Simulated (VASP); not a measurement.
VASP input:

### KPOINTS
```
Automatic mesh
0
Gamma
6 6 6
0 0 0
```

POSCAR:
```
BaTiO3
1
    3.9661232582     0.0000000000     0.0000000000
    0.0000000000     3.9661232582     0.0000000000
    0.0000000000     0.0000000000     4.0773199001
Ba Ti O
1 1 3
Direct
  0.0000000000   0.0000000000   0.0038885062
  0.5000000000   0.5000000000   0.5205695899
  0.5000000000   0.5000000000   0.9709979898
  0.0000000000   0.5000000000   0.4842719571
  0.5000000000   0.0000000000   0.4842719571
```

### INCAR
```
# general
SYSTEM =BaTiO3
PREC   =Accurate
ENCUT  =620
LREAL  =.FALSE.
LASPH  =.TRUE.

# electronic loop
EDIFF  =1E-6
NELM   =100
ALGO   =Normal
LMAXMIX=4

# smearing
ISMEAR =0
SIGMA  =0.05

# functional
GGA    =PS

# ions
IBRION =2
NSW    =40
ISIF   =3
EDIFFG =-0.02

# output
LWAVE  =.FALSE.
LCHARG =.FALSE.
```

POTCAR, in this order: Ba_sv Ti_sv O (PBE.64 set). Program: vasp_std.

Problem. Translate this PBEsol calculation to Ansatz.

Solution. One equivalent input (not run):
Ansatz 0.2 input:
```yaml
crystal:
  lattice:
    - [3.9661233, 0.0000000, 0.0000000]
    - [0.0000000, 3.9661233, 0.0000000]
    - [0.0000000, 0.0000000, 4.0773199]
  atoms:
    - { symbol: Ba, position: [0.0000000, 0.0000000, 0.0038885] }
    - { symbol: Ti, position: [0.5000000, 0.5000000, 0.5205696] }
    - { symbol: O, position: [0.5000000, 0.5000000, 0.9709980] }
    - { symbol: O, position: [0.0000000, 0.5000000, 0.4842720] }
    - { symbol: O, position: [0.5000000, 0.0000000, 0.4842720] }
kpoints:
  mp_grid: { grid: [6, 6, 6] }
hamiltonian:
  xc: pbesol
  pseudopotentials: { kind: paw }
scf:
  occupations: { method: gaussian, width: 0.05 }
  max_iter: 100
relax:
  max_steps: 40
  f_tol: 0.02
  cell: {}
output: { forces: true, stress: true, eigenvalues: true }
```
Limits of the translation: each code has its own PAW files, so the cut-off isn't converted (ENCUT is set for VASP's; basis.ecutwfc is left out, and Ansatz then takes the one that its files recommend); Ansatz stops its SCF on the density residual and VASP on the energy change (EDIFF).

The compound is BaTiO3 in the tetragonal perovskite structure. It was relaxed first.
